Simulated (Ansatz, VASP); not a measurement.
**Two plane-wave programs on YAuS2**

```xyz
4
Lattice="4.9004 0.0000 0.0000 0.0000 4.9004 0.0000 0.0000 0.0000 3.5078" Properties=species:S:1:pos:R:3 pbc="T T T"
Y     2.4502    2.4502    1.7539
S     2.4502    0.0000    0.0000
S     0.0000    2.4502    0.0000
Au    0.0000    0.0000    0.0000
```

Alike in both runs: task relaxation of cell and atoms; functional PBE; k mesh 10 × 10 × 14; occupations gaussian, width 0.1 eV; no spin polarisation.

```csv
,VASP,Ansatz
version,VASP 6.6.1,Ansatz 0.2.0
potentials or method,"VASP PAW PBE potentials, release 64 (Y_sv, S, Au)","scalar-relativistic, plane waves, PAW"
plane-wave cutoff (eV),600,420
valence electrons in the cell,34,42
```

|  | VASP | Ansatz | Ansatz less VASP |
| --- | --- | --- | --- |
| gap on the k mesh at the Fermi level, each at its own relaxed structure (eV) | none | none | - |
| relaxed volume (Å³/atom) | 20.90 | 20.93 | +0.029 |
| relaxed cell length with the largest relative difference (Å) | 3.517 | 3.519 | +0.0020 |
| energy change over the relaxation (meV/atom) | -1 | -1 | +0.1 |

A gap of «none» marks a metal or a gap that the smearing closes. The two sets of potentials don't hold the same shells in valence.

Spin-orbit coupling is left out, which matters for the levels of Au.
